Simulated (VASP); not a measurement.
# LiF (Fm-3m) in VASP: notebook, part 2 of 2

VASP 6.6.1.

### Step 3. Band structure, HSE06

POSCAR reads:

```
LiF                                     
1.0
    0.0000000000      2.0270409113      2.0270409113
    2.0270409113      0.0000000000      2.0270409113
    2.0270409113      2.0270409113     -0.0000000000
  Li              F             
     1     1
Direct
     0.0000000000000000    0.0000000000000000    0.0000000000000000
     0.5000000000000000    0.5000000000000000    0.5000000000000000
```

INCAR.step1 reads:

```
SYSTEM = LiF
PREC = Accurate ; ENCUT = 520
EDIFF = 1E-5 ; ISMEAR = 0
SIGMA = 0.02 ; LREAL = .False.
LASPH = .True. ; NELM = 60
ALGO = Normal ; ISIF = 2
LWAVE = .True. ; LCHARG = .False.
NBANDS = 12 ; GGA = PE
KPAR = 4
```

INCAR.step2 reads:

```
SYSTEM = LiF
PREC = Accurate ; ENCUT = 520
EDIFF = 1E-7 ; ISMEAR = 0
SIGMA = 0.02 ; LREAL = .False.
LASPH = .True. ; NELM = 60
ALGO = Normal ; ISIF = 2
LWAVE = .False. ; LCHARG = .False.
GGA = PE ; LHFCALC = .True.
HFSCREEN = 0.2 ; PRECFOCK = Fast
NBANDS = 12 ; ISTART = 1
KPAR = 4
```

KPOINTS reads:

```
regular mesh
0
Gamma
  8 8 8
  0 0 0
```

KPOINTS_OPT reads:

```
path GXWKGLUWLK,UX
8
line-mode
reciprocal
 0.0000000000  0.0000000000  0.0000000000  G
 0.5000000000  0.0000000000  0.5000000000  X

 0.5000000000  0.0000000000  0.5000000000  X
 0.5000000000  0.2500000000  0.7500000000  W

 0.5000000000  0.2500000000  0.7500000000  W
 0.3750000000  0.3750000000  0.7500000000  K

 0.3750000000  0.3750000000  0.7500000000  K
 0.0000000000  0.0000000000  0.0000000000  G

 0.0000000000  0.0000000000  0.0000000000  G
 0.5000000000  0.5000000000  0.5000000000  L

 0.5000000000  0.5000000000  0.5000000000  L
 0.6250000000  0.2500000000  0.6250000000  U

 0.6250000000  0.2500000000  0.6250000000  U
 0.5000000000  0.2500000000  0.7500000000  W

 0.5000000000  0.2500000000  0.7500000000  W
 0.5000000000  0.5000000000  0.5000000000  L

 0.5000000000  0.5000000000  0.5000000000  L
 0.3750000000  0.3750000000  0.7500000000  K

 0.6250000000  0.2500000000  0.6250000000  U
 0.5000000000  0.0000000000  0.5000000000  X
```

Potentials or basis: VASP PAW PBE potentials, release 64 (Li_sv, F).

Command:

```console
cat potpaw_PBE.64/Li_sv/POTCAR potpaw_PBE.64/F/POTCAR > POTCAR
cp INCAR.step1 INCAR
mpirun -np 4 vasp_std > vasp.out
cp INCAR.step2 INCAR
mpirun -np 4 vasp_std > vasp.out
```

OUTCAR:

```text
SYSTEM = LiF
   PREC = Accurate
   ENCUT = 520
   EDIFF = 1E-7
   ISMEAR = 0
   LREAL = .False.
   LASPH = .True.
   NELM = 60
   ISIF = 2
   GGA = PE
   LHFCALC = .True.
   HFSCREEN = 0.2
   PRECFOCK = Fast
   ISTART = 1

 ion  position               nearest neighbor table
   1  0.000  0.000  0.000-   2 2.03   2 2.03   2 2.03   2 2.03   2 2.03   2 2.03
   2  0.500  0.500  0.500-   1 2.03   1 2.03   1 2.03   1 2.03   1 2.03   1 2.03

  LATTYP: Found a face centered cubic cell.
[... 559 lines left out ...]
 [... further k-points ...]

------------------------ aborting loop because EDIFF is reached ----------------------------------------

  FORCE on cell =-STRESS in cart. coord.  units (eV):
  Direction    XX          YY          ZZ          XY          YZ          ZX
  --------------------------------------------------------------------------------------
  -------------------------------------------------------------------------------------
  Total       -0.2446305     -0.2446305     -0.2446305      0.0000000      0.0000000      0.0000000
  in kB      -23.5290050    -23.5290050    -23.5290050      0.0000000      0.0000000      0.0000000
  external PRESSURE =     -23.5290050 kB  Pullay stress =       0.0000000 kB

 VOLUME and BASIS-vectors are now :
 -----------------------------------------------------------------------------
  energy-cutoff  :      520.00
  volume of cell :       16.66
      direct lattice vectors                 reciprocal lattice vectors
     0.000000000  2.027040911  2.027040911    -0.246664977  0.246664977  0.246664977
     2.027040911  0.000000000  2.027040911     0.246664977 -0.246664977  0.246664977
     2.027040911  2.027040911  0.000000000     0.246664977  0.246664977 -0.246664977

 POSITION                                       TOTAL-FORCE (eV/Angst)
 -----------------------------------------------------------------------------------
      0.00000      0.00000      0.00000         0.000000      0.000000      0.000000
      2.02704      2.02704      2.02704        -0.000000      0.000000     -0.000000
 -----------------------------------------------------------------------------------
    total drift:                                0.000000     -0.000000     -0.000000

  FREE ENERGIE OF THE ION-ELECTRON SYSTEM (eV)
  ---------------------------------------------------
  free  energy   TOTEN  =       -11.4020503711 eV

  energy  without entropy=      -11.4020503711  energy(sigma->0) =      -11.40205037
```

OUTCAR.step1:

```text
SYSTEM = LiF
   PREC = Accurate
   ENCUT = 520
   EDIFF = 1E-5
   ISMEAR = 0
   LREAL = .False.
   LASPH = .True.
[... 585 lines left out ...]
      0.00000      0.00000      0.00000        -0.000000     -0.000000     -0.000000
      2.02704      2.02704      2.02704         0.000000      0.000000      0.000000
 -----------------------------------------------------------------------------------
    total drift:                               -0.000000     -0.000000      0.000000

  FREE ENERGIE OF THE ION-ELECTRON SYSTEM (eV)
  ---------------------------------------------------
  free  energy   TOTEN  =        -9.6405505614 eV

  energy  without entropy=       -9.6405505614  energy(sigma->0) =       -9.64055056
```

Run time: 3.8 min. Hardware: 4 MPI ranks of Intel Xeon 6975P-C (Granite Rapids), shared host; peak memory 0.27 GiB.

What came out:

```
Free energy             : -11.4021 eV
Band gap on the k mesh  : 11.23 eV, direct
Band gap along the path : 11.23 eV, direct
```

Levels at the corners of the path, in eV from the valence-band top:
| point | band 1 | band 2 | band 3 | band 4 | band 5 | band 6 | band 7 | band 8 | band 9 | band 10 |
| --- | --- | --- | --- | --- | --- | --- | --- | --- | --- | --- |
| Γ | -43.03 | -21.52 | 0.00 | 0.00 | 0.00 | 11.23 | 26.37 | 26.37 | 26.37 | 26.65 |
| X | -42.96 | -20.82 | -3.04 | -1.02 | -1.02 | 17.23 | 18.68 | 19.76 | 22.73 | 22.73 |
| X | -42.96 | -20.82 | -3.04 | -1.02 | -1.02 | 17.23 | 18.68 | 19.76 | 22.73 | 22.73 |
| W | -42.95 | -20.85 | -2.10 | -2.10 | -0.83 | 17.42 | 17.42 | 19.80 | 21.65 | 29.78 |
| W | -42.95 | -20.85 | -2.10 | -2.10 | -0.83 | 17.42 | 17.42 | 19.80 | 21.65 | 29.78 |
| K | -42.96 | -20.87 | -2.52 | -1.60 | -0.75 | 16.79 | 17.30 | 20.79 | 22.11 | 25.84 |
| K | -42.96 | -20.87 | -2.52 | -1.60 | -0.75 | 16.79 | 17.30 | 20.79 | 22.11 | 25.84 |
| Γ | -43.03 | -21.52 | 0.00 | 0.00 | 0.00 | 11.23 | 26.37 | 26.37 | 26.37 | 26.65 |
| Γ | -43.03 | -21.52 | 0.00 | 0.00 | 0.00 | 11.23 | 26.37 | 26.37 | 26.37 | 26.65 |
| L | -42.97 | -21.08 | -2.60 | -0.24 | -0.24 | 13.02 | 19.17 | 21.25 | 21.25 | 32.71 |
| L | -42.97 | -21.08 | -2.60 | -0.24 | -0.24 | 13.02 | 19.17 | 21.25 | 21.25 | 32.71 |
| U | -42.96 | -20.87 | -2.52 | -1.60 | -0.75 | 16.79 | 17.30 | 20.79 | 22.11 | 25.84 |
| U | -42.96 | -20.87 | -2.52 | -1.60 | -0.75 | 16.79 | 17.30 | 20.79 | 22.11 | 25.84 |
| W | -42.95 | -20.85 | -2.10 | -2.10 | -0.83 | 17.42 | 17.42 | 19.80 | 21.65 | 29.78 |
| W | -42.95 | -20.85 | -2.10 | -2.10 | -0.83 | 17.42 | 17.42 | 19.80 | 21.65 | 29.78 |
| L | -42.97 | -21.08 | -2.60 | -0.24 | -0.24 | 13.02 | 19.17 | 21.25 | 21.25 | 32.71 |
| L | -42.97 | -21.08 | -2.60 | -0.24 | -0.24 | 13.02 | 19.17 | 21.25 | 21.25 | 32.71 |
| K | -42.96 | -20.87 | -2.52 | -1.60 | -0.75 | 16.79 | 17.30 | 20.79 | 22.11 | 25.84 |
| U | -42.96 | -20.87 | -2.52 | -1.60 | -0.75 | 16.79 | 17.30 | 20.79 | 22.11 | 25.84 |
| X | -42.96 | -20.82 | -3.04 | -1.02 | -1.02 | 17.23 | 18.68 | 19.76 | 22.73 | 22.73 |

Caveat: the cutoff is under 1.25 times the usual one of these potentials, so pressure, stress and relaxed cells hold a basis-set (Pulay) error; the PAW data sets were made with another functional, which shifts forces and pressure a little.
